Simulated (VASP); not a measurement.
Method: PBE GGA with D3 dispersion (Becke-Johnson damping), VASP's PBE PAW potentials (set 64) (plane waves; VASP).

VASP input:

### KPOINTS_OPT
```
k-points along high-symmetry lines
15
Line-mode
Reciprocal
  0.000000   0.000000   0.000000 ! GAMMA
  0.500000   0.000000   0.000000 ! M

  0.500000   0.000000   0.000000 ! M
  0.333333   0.333333   0.000000 ! K

  0.333333   0.333333   0.000000 ! K
  0.000000   0.000000   0.000000 ! GAMMA
```

**INCAR**
```
SYSTEM = PtS2 monolayer
PREC = Accurate
ENCUT = 400
EDIFF = 1E-6
NELM = 100
ALGO = Normal
LREAL = .FALSE.
LASPH = .TRUE.
ISMEAR = 0
SIGMA = 0.05
GGA = PE
IVDW = 12
LMAXMIX = 6
LWAVE = .FALSE.
LCHARG = .FALSE.
LDIPOL = .TRUE.
IDIPOL = 3
DIPOL = 0.5 0.5 0.5
LVHAR = .TRUE.
LORBIT = 11
ISIF = 2
ISYM = 0
EFIELD = 0.1
```

File KPOINTS:
```
Automatic mesh
0
Gamma
12 12 1
0 0 0
```

**POSCAR**
```
PtS2 monolayer
3.5354540
  1.0000000360   0.0000000000   0.0000000000
 -0.5000000180   0.8660254571   0.0000000000
  0.0000000000   0.0000000000   5.1946758999
S Pt
2 1
Cart
  0.5000005180   0.2886748637   2.2463407309
 -0.0000005000   0.5773505934   2.9483351690
  0.0000000000   0.0000000000   2.5973379500
```

POTCAR, in this order: S Pt (PBE.64 set). Program: vasp_std.

What VASP printed:

**OSZICAR**
```
       N       E                     dE             d eps       ncg     rms          rms(c)
DAV:   1     0.156391715161E+03    0.15639E+03   -0.71533E+03  2220   0.908E+02
DAV:   2    -0.140187094778E+01   -0.15779E+03   -0.15194E+03  3321   0.192E+02
DAV:   3    -0.165404236329E+02   -0.15139E+02   -0.14995E+02  2920   0.731E+01
DAV:   4    -0.168277996619E+02   -0.28738E+00   -0.28700E+00  3029   0.116E+01
DAV:   5    -0.168338488545E+02   -0.60492E-02   -0.60485E-02  3125   0.159E+00    0.181E+01
DAV:   6    -0.156825192055E+02    0.11513E+01   -0.80055E+00  2738   0.289E+01    0.117E+01
DAV:   7    -0.154933508576E+02    0.18917E+00   -0.18061E+00  2493   0.146E+01    0.489E+00
DAV:   8    -0.154555599241E+02    0.37791E-01   -0.11703E-01  3207   0.331E+00    0.107E+00
DAV:   9    -0.154504313685E+02    0.51286E-02   -0.26337E-02  2997   0.168E+00    0.256E-01
DAV:  10    -0.154506399659E+02   -0.20860E-03   -0.28627E-03  3249   0.413E-01    0.178E-01
DAV:  11    -0.154507561067E+02   -0.11614E-03   -0.30428E-04  2941   0.129E-01    0.874E-02
DAV:  12    -0.154507834993E+02   -0.27393E-04   -0.79198E-05  3011   0.671E-02    0.192E-02
DAV:  13    -0.154507965767E+02   -0.13077E-04   -0.78449E-06  3098   0.216E-02    0.100E-02
DAV:  14    -0.154508040332E+02   -0.74566E-05   -0.15474E-06  2265   0.786E-03    0.565E-03
DAV:  15    -0.154508175271E+02   -0.13494E-04   -0.31861E-06  2192   0.942E-03    0.275E-03
DAV:  16    -0.154508230287E+02   -0.55016E-05   -0.44122E-07  2468   0.375E-03    0.142E-03
DAV:  17    -0.154508299991E+02   -0.69704E-05   -0.71381E-07  2182   0.330E-03    0.104E-03
DAV:  18    -0.154508361838E+02   -0.61847E-05   -0.82155E-07  2371   0.351E-03    0.119E-03
DAV:  19    -0.154508388980E+02   -0.27143E-05   -0.12240E-07  2622   0.141E-03    0.457E-04
DAV:  20    -0.154508410661E+02   -0.21680E-05   -0.10117E-07  2412   0.123E-03    0.497E-04
DAV:  21    -0.154508416065E+02   -0.54044E-06   -0.14937E-08  2643   0.518E-04
   1 F= -.16282805E+02 E0= -.16282805E+02  d E =-.286727E-14
       N       E                     dE             ncg
```

OUTCAR:
```
------------------------ aborting loop because EDIFF is reached ----------------------------------------
 Edisp (eV)   -0.83196
  FORCE on cell =-STRESS in cart. coord.  units (eV):
  Direction    XX          YY          ZZ          XY          YZ          ZX
  --------------------------------------------------------------------------------------
  Total       0.05849     0.05846     0.00733    -0.00002    -0.00003     0.00004
  in kB       0.47137     0.47114     0.05905    -0.00019    -0.00021     0.00035
  external pressure =        0.33 kB  Pullay stress =        0.00 kB
  volume of cell :      198.80
      direct lattice vectors                 reciprocal lattice vectors
     3.535454127  0.000000000  0.000000000     0.282849095  0.163302997  0.000000000
    -1.767727064  3.061793167  0.000000000     0.000000000  0.326605994  0.000000000
     0.000000000  0.000000000 18.365537689     0.000000000  0.000000000  0.054449808
 POSITION                                       TOTAL-FORCE (eV/Angst)
 -----------------------------------------------------------------------------------
      1.76773      1.02060      7.94183        -0.000018      0.000011     -0.015561
     -0.00000      2.04120     10.42370         0.000018     -0.000011      0.016549
      0.00000      0.00000      9.18277        -0.000000     -0.000000     -0.000988
 -----------------------------------------------------------------------------------
    total drift:                               -0.000000     -0.000000      0.000054
  FREE ENERGIE OF THE ION-ELECTRON SYSTEM (eV)
  ---------------------------------------------------
  free  energy   TOTEN  =       -16.2828053680 eV

  energy  without entropy=      -16.2828053680  energy(sigma->0) =      -16.28280537

 total charge

# of ion       s       p       d       tot
------------------------------------------
    1        1.359   2.280   0.000   3.639
    2        1.358   2.283   0.000   3.641
    3        0.696   0.787   7.971   9.453
--------------------------------------------------
tot          3.413   5.350   7.971  16.734
```
(Selected blocks of OUTCAR.)

The cell holds a wide vacuum, so values per volume refer to the whole cell. The sign of EFIELD follows VASP, where electrons move along the field's direction.

The cell is a sheet with vacuum, built from a generated structure.
